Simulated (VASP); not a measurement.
Input:

```
CELL_PARAMETERS angstrom
      2.87971     0.00000     0.00000
      0.00000     2.87971     0.00000
      0.00000     0.00000     2.87971
ATOMIC_POSITIONS crystal
  Co 0.00000 0.00000 0.00000
  Ge 0.50000 0.50000 0.50000
```

Level of theory: PBEsol GGA with spin-orbit coupling, VASP's PBE PAW potentials (set 64) (plane waves; VASP). Numerical set-up: 400 eV cut-off, 11×11×11 Γ-centred mesh, Gaussian smearing of 0.050 eV, potentials Co Ge_d. Starting moments (MAGMOM): 0 0 0.7 0 0 0.0.

Give the energies of bands 15 to 28 at the high-symmetry points, in eV from the Fermi level.

```csv
band,Γ,X,M,R
15,-2.81,-3.20,-4.98,-5.30
16,-2.81,-2.65,-4.98,-5.28
17,-1.50,-2.65,-3.57,-3.77
18,-1.47,-2.37,-2.98,-3.77
19,-1.43,-2.23,-2.07,-1.12
20,-0.99,-2.22,-2.00,-1.12
21,-0.95,-1.41,-1.59,-0.06
22,-0.91,-0.90,-1.54,-0.06
23,2.53,-0.88,-1.15,2.29
24,2.53,0.11,-0.10,2.30
25,2.88,7.51,0.49,2.41
26,2.88,7.51,0.94,2.43
27,2.88,7.82,1.90,2.44
28,2.89,7.82,2.40,2.45
```

It has no gap at this level: it comes out as a metal or semimetal.

The structure was generated: CoGe was put into the CsCl type (Pm-3m), which need not be its known phase. It was relaxed first.
